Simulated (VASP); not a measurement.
Data:

```yaml
crystal:
  lattice:
    - [0.00000, 1.73183, 1.73183]
    - [1.73183, 0.00000, 1.73183]
    - [1.73183, 1.73183, 0.00000]
  atoms:
    - { symbol: C, position: [0.00000, 0.00000, 0.00000] }
    - { symbol: C, position: [0.25000, 0.25000, 0.25000] }
```

All values below come from LDA (Ceperley-Alder, Perdew-Zunger), VASP's LDA PAW potentials (set 64) (plane waves; VASP). Run with 520 eV cut-off, 13×13×13 Γ-centred mesh, Gaussian smearing of 0.050 eV, potentials C.

**Question.** Give the stress tensor in GPa (positive for a compressed cell).

**Answer.** 
```
32.28   0.00   0.00
 0.00  32.28   0.00
 0.00   0.00  32.28
```
The pressure is its mean diagonal, 32.28 GPa.

The compound is C in the diamond structure. This cell is one point of a volume scan, at 0.94 of the reference volume.
